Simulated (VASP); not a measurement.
WS:

```
W S
1.0
     3.00789    0.00000    0.00000
     0.00000    3.00789    0.00000
     0.00000    0.00000    3.00789
W S
1 1
Direct
  0.50000 0.50000 0.50000
  0.00000 0.00000 0.00000
```

The cell was built by a generator and needn't be a form met in nature.

- Program: VASP 6.6.1
- Task: single point
- Functional: PBE
- Potentials or basis: VASP PAW PBE potentials, release 64 (W_sv, S)
- Cutoff: 520 eV
- k mesh: 9 × 9 × 9
- Occupations: fermi-dirac, width 0.05 eV
- Spin: no spin polarisation

On this cell: pressure 0.8 GPa; largest force zero by symmetry; band gap on the k mesh none (metal or under the smearing width).

The same run follows on a disturbed copy (atoms moved at random, drawn with an rms of 0.05 Å):

```
CELL_PARAMETERS angstrom
3.00789 0.00000 0.00000
0.00000 3.00789 0.00000
0.00000 0.00000 3.00789
ATOMIC_POSITIONS crystal
W 0.49262 0.50206 0.49570
S 0.99063 0.98998 0.00887
```

Q: What changes?

A: The energy (extrapolated to zero smearing) moves by +2.7 meV/atom; pressure 1.0 GPa; largest force 0.201 eV/Å; band gap on the k mesh none (metal or under the smearing width).

Forces on the atoms (eV/Å):
```
W   -0.022 -0.135  0.148
S    0.022  0.135 -0.148
```

Stress tensor (GPa, compression positive):
```
 1.01  0.04 -0.05
 0.04  1.06 -0.27
-0.05 -0.27  1.07
```
